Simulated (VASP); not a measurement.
Wanted: the native input for a VASP 6.6.1 run.

```
Task                   : single point
Functional             : PBE
Potentials or basis    : VASP PAW PBE potentials, release 64 (Ba_sv, Sr_sv, In_d, Sb, O)
Cutoff                 : 520 eV
k mesh                 : 4 × 4 × 4
Occupations            : gaussian, width 0.01 eV
Spin                   : no spin polarisation
Dipole correction      : no
Further INCAR settings : ALGO = Fast; EDIFF = 1e-06; NBANDS = 48
```

The structure of BaSrInSbO6 lies in POSCAR:

```
BaSrInSbO6
1.0
    0.0000000000      4.1617220600      4.1617220600
    4.1617220600      0.0000000000      4.1617220600
    4.1617220600      4.1617220600      0.0000000000
Ba Sr In Sb O
1 1 1 1 6
Direct
    0.2500000000      0.2500000000      0.2500000000
    0.7500000000      0.7500000000      0.7500000000
    0.0000000000      0.0000000000      0.0000000000
    0.5000000000      0.5000000000      0.5000000000
    0.7405579000      0.2594421000      0.2594421000
    0.2594421000      0.7405579000      0.7405579000
    0.7405579000      0.7405579000      0.2594421000
    0.2594421000      0.2594421000      0.7405579000
    0.2594421000      0.7405579000      0.2594421000
    0.7405579000      0.2594421000      0.7405579000
```

The cell comes from a database or a generator and needn't be the stable form of this composition.

These files were run (other wordings do the same):

INCAR

```
PREC     = Accurate       # precision mode
ENCUT    = 520            # plane-wave cutoff, eV
EDIFF    = 1E-6           # SCF threshold, eV
ISMEAR   = 0              # smearing method
SIGMA    = 0.01           # smearing width, eV
LREAL    = False          # projectors in reciprocal space
LASPH    = True           # aspherical terms in the spheres
NELM     = 100            # most SCF steps
ALGO     = Fast           # electronic algorithm
ISIF     = 2              # what is computed and relaxed
LWAVE    = False          # write WAVECAR
LCHARG   = False          # write CHGCAR
GGA      = PE             # functional
NBANDS   = 48             # bands
```

KPOINTS

```
regular mesh
0
Gamma
  4 4 4
```

Potentials or basis: VASP PAW PBE potentials, release 64 (Ba_sv, Sr_sv, In_d, Sb, O).

Run with:

```sh
$ cat potpaw_PBE.64/Ba_sv/POTCAR potpaw_PBE.64/Sr_sv/POTCAR potpaw_PBE.64/In_d/POTCAR potpaw_PBE.64/Sb/POTCAR potpaw_PBE.64/O/POTCAR > POTCAR
$ mpirun -np 1 vasp_std > vasp.out
```

Results of the run:

```
Pressure               : 0.1 GPa
Largest force          : 0.028 eV/Å
Band gap on the k mesh : 0.73 eV, direct
```

Caveat: spin-orbit coupling is left out, which moves the levels of the heavy elements.

It took 100 s on 1 thread of Intel(R) Xeon(R) 6975P-C (Granite Rapids) (shared host), peak memory 0.36 GiB.
